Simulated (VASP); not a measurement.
```
CELL_PARAMETERS angstrom
      0.00000     2.81573     2.81573
      2.81573     0.00000     2.81573
      2.81573     2.81573     0.00000
ATOMIC_POSITIONS crystal
  Na 0.00000 0.00000 0.00000
  Cl 0.50000 0.50000 0.50000
```

Computed with HSE06 screened hybrid, VASP's PBE PAW potentials (set 64) (plane waves; VASP). Run with 520 eV cut-off, 6×6×6 Γ-centred mesh, Gaussian smearing of 0.050 eV, potentials Na_pv Cl.

Problem. What does the run give for the energy per atom (σ→0), band gap (on the k-mesh) with the smallest direct gap where there is one?

Solution. 
```json
{
  "band gap (on the k-mesh)": "6.51 eV",
  "smallest direct gap (on the k-mesh)": "6.51 eV",
  "energy per atom (σ→0)": "-3.947 eV/atom"
}
```

Total energies compare only between runs with the same potentials, cut-off and functional.

The compound is NaCl in the rock salt structure. This cell is one point of a volume scan, at 0.97 of the reference volume. The cell's shape comes from a PBE relaxation.
